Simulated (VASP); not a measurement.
```
CELL_PARAMETERS angstrom
      1.49000    -2.58076     0.00000
      1.49000     2.58076     0.00000
      0.00000     0.00000     5.62000
ATOMIC_POSITIONS crystal
  Cd 0.33333 0.66667 0.25000
  Cd 0.66667 0.33333 0.75000
```

All values below come from PBEsol GGA, VASP's PBE PAW potentials (set 64) (plane waves; VASP 6.6.1). Run with 400 eV cut-off, 13×13×6 Γ-centred mesh, first-order Methfessel-Paxton smearing of 0.10 eV, potentials Cd.

Energy and stress use the plane-wave basis of the starting cell.

Q: The ions, cell shape and volume are relaxed. What does this cell relax into?

A: 
```
CELL_PARAMETERS angstrom
      1.47927    -2.56218     0.00000
      1.47927     2.56218     0.00000
      0.00000     0.00000     5.47746
ATOMIC_POSITIONS crystal
  Cd 0.33333 0.66667 0.25000
  Cd 0.66667 0.33333 0.75000
```
Space group P6_3/mmc (194), at a tolerance of 0.03 Å.

Q: How do energy and volume change from the first to the last step?

A: The energy (σ→0) changes by -7.3 meV/atom and the volume by -3.9 %, in 8 ionic steps.

```json
[
 {"step": "1", "E(σ→0) (eV)": "-2.4049", "max force (eV/Å)": "0.000", "pressure (GPa)": "-2.30", "volume (Å³)": "43.22"},
 {"step": "2", "E(σ→0) (eV)": "-2.4163", "max force (eV/Å)": "0.000", "pressure (GPa)": "0.62", "volume (Å³)": "41.31"},
 {"step": "3", "E(σ→0) (eV)": "-2.4169", "max force (eV/Å)": "0.000", "pressure (GPa)": "0.03", "volume (Å³)": "41.64"},
 {"step": "4", "E(σ→0) (eV)": "-2.4190", "max force (eV/Å)": "0.000", "pressure (GPa)": "0.09", "volume (Å³)": "41.51"},
 {"step": "5", "E(σ→0) (eV)": "-2.4194", "max force (eV/Å)": "0.000", "pressure (GPa)": "0.16", "volume (Å³)": "41.42"},
 {"step": "6", "E(σ→0) (eV)": "-2.4194", "max force (eV/Å)": "0.000", "pressure (GPa)": "0.10", "volume (Å³)": "41.43"},
 {"step": "7", "E(σ→0) (eV)": "-2.4194", "max force (eV/Å)": "0.000", "pressure (GPa)": "0.11", "volume (Å³)": "41.42"},
 {"step": "8", "E(σ→0) (eV)": "-2.4195", "max force (eV/Å)": "0.000", "pressure (GPa)": "-0.01", "volume (Å³)": "41.52"}
]
```

The compound is Cd in the hcp structure. This run relaxes it. Symmetry was kept, so distortions that lower it aren't found.
